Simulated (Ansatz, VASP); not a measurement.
## KYTeSe: VASP beside Ansatz

Aim: how closely do two programs agree when they are given the same cell, functional and k mesh? The cell is generated by rule, not measured, and may not be a known phase. The cell is taken from a series of runs on this material, whose earlier steps may have relaxed, scaled, displaced or heated it; both programs get it as it stands.

Program: Ansatz 0.2.0. Level of theory: plane waves, with VASP 6.6.1 beside it; relaxation of cell and atoms at PBEsol. Results are calculated unless marked as measured.

The structure was built from a prototype and need not be the compound's stable phase.

## 1. The structure

It takes space group R3m (No. 160, trigonal). The conventional cell has a = 4.274 Å, b = 4.274 Å, c = 23.559 Å, α = 90.00°, β = 90.00°, γ = 120.00°. Nearest to K lie 3 Se at 3.30 Å and 3 Te at 3.43 Å. Y has 3 Se at 2.88 Å and 3 Te at 3.05 Å nearest. Nearest to Se lie 3 Y at 2.88 Å and 3 K at 3.30 Å. Nearest to Te lie 3 Y at 3.05 Å and 3 K at 3.43 Å. Farther neighbours and most contacts between anions are not listed.

Coordinates:

```xyz
4
Lattice="2.1369 1.2337 7.8530 -2.1369 1.2337 7.8530 0.0000 -2.4675 7.8530" Properties=species:S:1:pos:R:3 pbc="T T T"
K     0.0000    0.0000   11.8876
Y     0.0000    0.0000   23.4212
Se    0.0000    0.0000    6.2319
Te    0.0000    0.0000   17.3567
```

## 2. VASP: relaxation of cell and atoms, PBEsol

The relaxed volume is the usual yardstick between codes: in a stiff, nearly cubic crystal its relative difference is about their pressure difference at one cell divided by the bulk modulus.

Lines of VASP's logs that name or quote its potential files are left out, and so is its time.

Input file INCAR:

```
SYSTEM = KYTeSe
PREC = Accurate
ENCUT = 500
EDIFF = 1E-07
NELM = 120
ISMEAR = 0
SIGMA = 0.02
LREAL = .FALSE.
ALGO = Normal
GGA = PS
NBANDS = 22
LASPH = .TRUE.
LORBIT = 11
LWAVE = .FALSE.
LCHARG = .FALSE.
ISIF = 3
IBRION = 2
NSW = 80
EDIFFG = -0.005
GGA_COMPAT = .FALSE.
NELMIN = 4
EFERMI = MIDGAP
KPAR = 2
```

Input file POSCAR:

```
KYTeSe
1.0
    2.1368940000      1.2337360000      7.8529880000
   -2.1368940000      1.2337360000      7.8529880000
    0.0000000000     -2.4674720000      7.8529880000
K Y Se Te
1 1 1 1
Direct
    0.5045872985      0.5045872985      0.5045872985
    0.9941523744      0.9941523744      0.9941523744
    0.2645252143      0.2645252143      0.2645252143
    0.7367352401      0.7367352401      0.7367352401
```

Input file KPOINTS:

```
Automatic mesh
0
Gamma
6 6 6
0 0 0
```

PAW data sets: K_sv, Y_sv, Se and Te (PBE family, release 64).

The run is started by

```
$ mpirun -np 2 vasp_std
```

Numbers of over 12 decimals in the logs are rounded to 6 here.

The program printed:

```text
[banner, memory and clock lines left out]
running    2 mpi-ranks, on    1 nodes
 distrk:  each k-point on    1 cores,    2 groups
 distr:  one band on    1 cores,    1 groups

 POSCAR found type information on POSCAR K Y SeTe
 POSCAR found :  4 types and       4 ions
|                                                                             |
|               ----> ADVICE to this user running VASP <----                  |
|                                                                             |
|     You enforced a specific xc type in the INCAR file but a different       |
|     [... a line on the potential file left out ...]
|     I HOPE YOU KNOW WHAT YOU ARE DOING!                                     |
|                                                                             |

 LDA part: xc-table for (Slater+PW92), standard interpolation
 POSCAR, INCAR and KPOINTS ok, starting setup
 FFT: planning ... GRIDC
 FFT: planning ... GRID_SOFT
 FFT: planning ... GRID
 WAVECAR not read
 entering main loop
       N       E                     dE             d eps       ncg     rms          rms(c)
DAV:   1     0.174517048691E+03    0.17452E+03   -0.14009E+04  1408   0.126E+03
DAV:   2    -0.852765820770E+01   -0.18304E+03   -0.17436E+03  1660   0.291E+02
DAV:   3    -0.223370767162E+02   -0.13809E+02   -0.13713E+02  2336   0.637E+01
DAV:   4    -0.228854955726E+02   -0.54842E+00   -0.54704E+00  1976   0.114E+01
DAV:   5    -0.228974825500E+02   -0.11987E-01   -0.11986E-01  2038   0.160E+00    0.260E+01
DAV:   6    -0.217158257411E+02    0.11817E+01   -0.21897E+00  1612   0.703E+00    0.197E+01
DAV:   7    -0.217492605408E+02   -0.33435E-01   -0.24897E+00  2020   0.706E+00    0.427E+00
DAV:   8    -0.216299501800E+02    0.11931E+00   -0.93035E-01  1570   0.480E+00    0.953E-01
DAV:   9    -0.216193169454E+02    0.10633E-01   -0.97348E-02  1714   0.159E+00    0.335E-01
DAV:  10    -0.216195912567E+02   -0.27431E-03   -0.56203E-03  1982   0.407E-01    0.316E-01
DAV:  11    -0.216196570527E+02   -0.65796E-04   -0.62232E-04  2086   0.134E-01    0.101E-01
DAV:  12    -0.216196714298E+02   -0.14377E-04   -0.15757E-04  2358   0.564E-02    0.366E-02
DAV:  13    -0.216196875606E+02   -0.16131E-04   -0.28663E-05  1778   0.311E-02    0.250E-02
DAV:  14    -0.216196894338E+02   -0.18732E-05   -0.32561E-06  2162   0.989E-03    0.205E-02
DAV:  15    -0.216196891703E+02    0.26354E-06   -0.51614E-07  1476   0.433E-03    0.764E-03
DAV:  16    -0.216196889921E+02    0.17817E-06   -0.33742E-07  1722   0.331E-03    0.180E-03
DAV:  17    -0.216196890369E+02   -0.44787E-07   -0.34009E-08  1220   0.115E-03
   1 F= -.21619689E+02 E0= -.21619689E+02  d E =-.216197E+02
[...]
2 F= -.21619747E+02 E0= -.21619747E+02  d E =-.581919E-04
[...]
3 F= -.21619752E+02 E0= -.21619752E+02  d E =-.629135E-04
[...]
4 F= -.21619752E+02 E0= -.21619752E+02  d E =-.628991E-04
 curvature:  -0.39 expect dE=-0.171E-05 dE for cont linesearch -0.421E-09
 trial: gam= 0.02955 g(F)=  0.359E-05 g(S)=  0.808E-06 ort =-0.420E-06 (trialstep = 0.955E+00)
 search vector abs. value=  0.452E-05
 bond charge predicted
       N       E                     dE             d eps       ncg     rms          rms(c)
DAV:   1    -0.216197548267E+02   -0.29063E-05   -0.22827E-04  1444   0.109E-01    0.623E-03
DAV:   2    -0.216197556711E+02   -0.84442E-06   -0.14964E-05  1672   0.236E-02    0.530E-03
DAV:   3    -0.216197555594E+02    0.11176E-06   -0.33810E-07  1782   0.361E-03    0.349E-03
DAV:   4    -0.216197554874E+02    0.71963E-07   -0.14696E-07  1154   0.303E-03
   5 F= -.21619755E+02 E0= -.21619755E+02  d E =-.355146E-05
 trial-energy change:   -0.000004  1 .order   -0.000003   -0.000004   -0.000003
 step:   2.4749(harm=  2.4749)  dis= 0.00070  next Energy=   -21.619757 (dE=-0.543E-05)
 reached required accuracy - stopping structural energy minimisation
```

Parts of OUTCAR (step 2):

```text
ion  position               nearest neighbor table
   1  0.505  0.505  0.505-   4 3.43   4 3.43   4 3.43
   2  0.994  0.994  0.994-   3 2.88   3 2.88   3 2.88   4 3.05   4 3.05   4 3.05
   3  0.265  0.265  0.265-   2 2.88   2 2.88   2 2.88
   4  0.737  0.737  0.737-   2 3.05   2 3.05   2 3.05   1 3.43   1 3.43   1 3.43

  LATTYP: Found a trigonal (rhomboedric) cell.
 ALAT       =     8.2315151104
 COS(alpha) =     0.8652166037

 Subroutine GETGRP returns: Found  6 space group operations
 (whereof  6 operations were pure point group operations)

The static configuration has the point symmetry C_3v.

 Found     32 irreducible k-points:

   k-points           NKPTS =     32   k-points in BZ     NKDIM =     32   number of bands    NBANDS=     22

   dimension x,y,z NGX =    60 NGY =   60 NGZ =   60
   dimension x,y,z NGXF=   120 NGYF=  120 NGZF=  120

   ENCUT  =  500.0 eV  36.75 Ry    6.06 a.u.  15.01 15.01 15.01*2*pi/ulx,y,z

   NELECT =      32.0000    total number of electrons

 k-points in reciprocal lattice and weights: Automatic mesh
   0.00000000  0.00000000  0.00000000       0.005
   0.16666667  0.00000000  0.00000000       0.028
   0.33333333  0.00000000  0.00000000       0.028
   0.50000000 -0.00000000  0.00000000       0.014
   0.16666667  0.16666667  0.00000000       0.028
   0.33333333  0.16666667  0.00000000       0.056
   0.50000000  0.16666667  0.00000000       0.056
  -0.33333333  0.16666667  0.00000000       0.056
  -0.16666667  0.16666667  0.00000000       0.028
[...]
-0.33333333  0.50000000  0.33333333       0.028
   0.50000000  0.50000000  0.50000000       0.005

 average (electrostatic) potential at core
       1 -34.2820       2 -37.7361       3 -54.5325       4 -90.1453

 E-fermi :   3.2599

 k-point     1 :       0.0000    0.0000    0.0000
  band No.  band energies     occupation
    ...
     12       0.6021      2.00000
     13       0.6021      2.00000
     14       1.9406      2.00000
     15       2.6497      2.00000
     16       2.6497      2.00000
     17       4.9052      0.00000
     18       4.9052      0.00000
     19       4.9205      0.00000
     20       5.3295      0.00000
     21       6.8809      0.00000
    ...

 k-point     2 :       0.1667    0.0000    0.0000
  band No.  band energies     occupation
    ...
     12       0.2317      2.00000
     13       0.6445      2.00000
     14       1.3952      2.00000
     15       2.0162      2.00000
     16       2.2787      2.00000
     17       4.7022      0.00000
     18       5.2711      0.00000
     19       5.3990      0.00000
     20       6.0082      0.00000
     21       6.8013      0.00000
    ...

 k-point     3 :       0.3333    0.0000    0.0000
  band No.  band energies     occupation
    ...
     12      -0.0289      2.00000
     13       0.3707      2.00000
     14       0.6812      2.00000
     15       1.5322      2.00000
     16       1.8432      2.00000
     17       4.3444      0.00000
     18       5.9896      0.00000
     19       5.9961      0.00000
     20       6.4582      0.00000
     21       6.9601      0.00000
    ...

  Total        0.0031252      0.0031252     -0.0044113      0.0000000      0.0000000      0.0000000
  in kB        0.0402362      0.0402362     -0.0567947      0.0000000      0.0000000      0.0000000
  external PRESSURE =       0.0078926 kB  Pullay stress =       0.0000000 kB

  energy-cutoff  :      500.00
  volume of cell :      124.44
      direct lattice vectors                 reciprocal lattice vectors
     2.138335777  1.234568410  7.856513952     0.233826701  0.134999944  0.042427638
    -2.138335777  1.234568410  7.856513952    -0.233826701  0.134999944  0.042427638
     0.000000000 -2.469136819  7.856513952     0.000000000 -0.269999889  0.042427638

 POSITION                                       TOTAL-FORCE (eV/Angst)
 -----------------------------------------------------------------------------------
      0.00000      0.00000     11.89310         0.000000     -0.000000      0.001392
      0.00000      0.00000     23.43094         0.000000     -0.000000     -0.002321
      0.00000      0.00000      6.23496         0.000000     -0.000000      0.003558
      0.00000      0.00000     17.36485         0.000000      0.000000     -0.002628
 -----------------------------------------------------------------------------------
    total drift:                                0.000000      0.000002      0.000105

  FREE ENERGIE OF THE ION-ELECTRON SYSTEM (eV)
  ---------------------------------------------------
  free  energy   TOTEN  =       -21.6197554874 eV

  energy  without entropy=      -21.6197554874  energy(sigma->0) =      -21.61975549

 reached required accuracy - stopping structural energy minimisation

 total charge
# of ion       s       p       d       f       tot
--------------------------------------------------
    1        1.961   5.567   0.035   0.000   7.562
    2        2.179   6.344   0.879   0.045   9.446
    3        1.437   2.454   0.009   0.000   3.900
    4        1.345   2.145   0.011   0.000   3.501
--------------------------------------------------
tot          6.922  16.510   0.934   0.045  24.410

[... 3 further parts left out ...]
```

The run keeps the 6 symmetry operations of its start, so it cannot find a distortion of lower symmetry.

[end of part 1 of 2]

[Lines on the potential files, build, host, timing and source positions are cut from VASP's logs without a mark.]

[Logs are printed without paths, hosts, clocks, repeated set-up lines and the standing remarks that a program may print on its own settings, such as how far it seeks lower states.]

[Hosts, paths, dates, database ids (printed as entryN), source tags and the programs' standing remarks are cut or masked in the printed files.]
